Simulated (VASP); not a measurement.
OSZICAR of a VASP run on Cs (bcc):

### OSZICAR
```
       N       E                     dE             d eps       ncg     rms          rms(c)
DAV:   1     0.574926015529E+02    0.57493E+02   -0.29390E+03   464   0.773E+02
DAV:   2     0.637492304467E+01   -0.51118E+02   -0.49837E+02   656   0.121E+02
DAV:   3     0.180960738225E+01   -0.45653E+01   -0.45653E+01   464   0.454E+01
DAV:   4     0.174687021427E+01   -0.62737E-01   -0.62736E-01   864   0.642E+00
DAV:   5     0.174685995669E+01   -0.10258E-04   -0.10258E-04   584   0.809E-02    0.157E-01
DAV:   6     0.174716519105E+01    0.30523E-03   -0.99398E-04   808   0.176E-01    0.102E-01
DAV:   7     0.174687538097E+01   -0.28981E-03   -0.30415E-03   488   0.308E-01    0.316E-02
DAV:   8     0.174673871829E+01   -0.13666E-03   -0.21100E-04   704   0.768E-02    0.758E-03
DAV:   9     0.174672660109E+01   -0.12117E-04   -0.14325E-05   736   0.167E-02    0.343E-03
DAV:  10     0.174672476727E+01   -0.18338E-05   -0.62495E-06   656   0.110E-02    0.872E-04
DAV:  11     0.174672467581E+01   -0.91466E-07   -0.11228E-07   432   0.181E-03
   1 F= 0.17467247E+01 E0= 0.17477092E+01  d E =0.174672E+01
       N       E                     dE             d eps       ncg     rms          rms(c)
DAV:   1     0.173735933104E+01   -0.93654E-02   -0.18397E-01   464   0.279E+00    0.374E-01
DAV:   2     0.174383689220E+01    0.64776E-02   -0.91369E-03   464   0.603E-01    0.170E-01
DAV:   3     0.174579445609E+01    0.19576E-02   -0.74893E-03   504   0.517E-01    0.352E-02
DAV:   4     0.174579972374E+01    0.52677E-05   -0.29597E-05   600   0.494E-02    0.163E-02
DAV:   5     0.174579816591E+01   -0.15578E-05   -0.69515E-06   592   0.181E-02    0.325E-03
DAV:   6     0.174579933109E+01    0.11652E-05   -0.37041E-07   408   0.569E-03    0.342E-04
DAV:   7     0.174579938775E+01    0.56664E-07   -0.41069E-08   344   0.168E-03
   2 F= 0.17457994E+01 E0= 0.17467871E+01  d E =-.925288E-03
       N       E                     dE             d eps       ncg     rms          rms(c)
DAV:   1     0.166654498820E+01   -0.79254E-01   -0.16974E+00   464   0.856E+00    0.114E+00
DAV:   2     0.172625577963E+01    0.59711E-01   -0.84817E-02   464   0.183E+00    0.516E-01
DAV:   3     0.174411498289E+01    0.17859E-01   -0.68314E-02   504   0.156E+00    0.108E-01
DAV:   4     0.174418706810E+01    0.72085E-04   -0.27883E-04   520   0.153E-01    0.495E-02
DAV:   5     0.174418328511E+01   -0.37830E-05   -0.59350E-05   592   0.534E-02    0.984E-03
DAV:   6     0.174418824758E+01    0.49625E-05   -0.31393E-06   616   0.165E-02    0.107E-03
DAV:   7     0.174418834443E+01    0.96842E-07   -0.25443E-07   344   0.361E-03
   3 F= 0.17441883E+01 E0= 0.17451754E+01  d E =-.253633E-02
       N       E                     dE             d eps       ncg     rms          rms(c)
DAV:   1     0.173030144627E+01   -0.13887E-01   -0.29974E-01   464   0.357E+00    0.478E-01
DAV:   2     0.174087642045E+01    0.10575E-01   -0.14990E-02   464   0.771E-01    0.217E-01
DAV:   3     0.174404969228E+01    0.31733E-02   -0.12172E-02   504   0.660E-01    0.448E-02
DAV:   4     0.174405938061E+01    0.96883E-05   -0.46632E-05   536   0.627E-02    0.212E-02
DAV:   5     0.174405741817E+01   -0.19624E-05   -0.11119E-05   576   0.231E-02    0.412E-03
DAV:   6     0.174405892645E+01    0.15083E-05   -0.53326E-07   336   0.689E-03    0.460E-04
DAV:   7     0.174405900872E+01    0.82273E-07   -0.59614E-08   280   0.210E-03
   4 F= 0.17440590E+01 E0= 0.17450410E+01  d E =-.266567E-02
```

### Question
Which electronic solver shows in the log?

### Answer
It is blocked Davidson (ALGO = Normal, or the opening steps of other solvers). The INCAR had ALGO = Normal.

### Question
Can the final energy be trusted as converged?

### Answer
The calculation finished and met its thresholds. It stopped with EDIFF = 1E-6, NELM = 100, NSW = 60 and EDIFFG = -0.01 after 4 ionic steps (rev-vdW-DF2, plane waves, VASP's PBE PAW potentials (set 64)). Energy and stress use the plane-wave basis of the starting cell.

The compound is Cs in the bcc structure. This run relaxes it. Symmetry was kept, so distortions that lower it aren't found.
